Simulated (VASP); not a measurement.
Nb3B5, 8 atoms in the cell. The structure is hexagonal, space group P-6m2 (No. 187). The conventional cell has a = 3.120 Å, b = 3.120 Å, c = 9.636 Å, α = 90.00°, β = 90.00°, γ = 120.00°. Nb (site symmetry 3m) is surrounded by 9 B at 2.36 to 2.45 Å. Nb (site symmetry -6m2) is surrounded by 12 B at 2.44 to 2.48 Å. B (site symmetry -6m2) is surrounded by 6 Nb at 2.36 Å. Around B (site symmetry 3m) lie 3 B at 1.80 Å. B (site symmetry 3m) has 3 B at 1.80 Å as nearest neighbours. The cell was built by a generator and needn't be a form met in nature.

```yaml
Program: VASP 6.6.1
Task: relaxation of cell and atoms
Functional: PBE
Potentials_or_basis: VASP PAW PBE potentials, release 64 (Nb_sv, B)
Cutoff: 520 eV
k_mesh: 12 × 12 × 4
Occupations: gaussian, width 0.1 eV
Spin: no spin polarisation
Further_INCAR_settings: ALGO = Normal; EDIFF = 1e-07; IBRION = 2; POTIM = 0.3; EDIFFG = -0.005; NSW = 60; ISIF = 3
```

Potentials or basis: VASP PAW PBE potentials, release 64 (Nb_sv, B).

The run is started by

```sh
$ cat potpaw_PBE.64/Nb_sv/POTCAR potpaw_PBE.64/B/POTCAR > POTCAR
$ mpirun -np 4 vasp_std > vasp.out
```

Hardware: 4 MPI ranks on AMD EPYC 9R45 96-Core Processor (Zen 5), with other jobs on the host.

Problem. How long does it take, and how much memory?

Solution. Run time: 55 s on 4 MPI ranks on AMD EPYC 9R45 96-Core Processor (Zen 5), on a shared host, peak memory 0.25 GiB a rank. Counts: scf iterations 28, k points 57, ion steps 3.
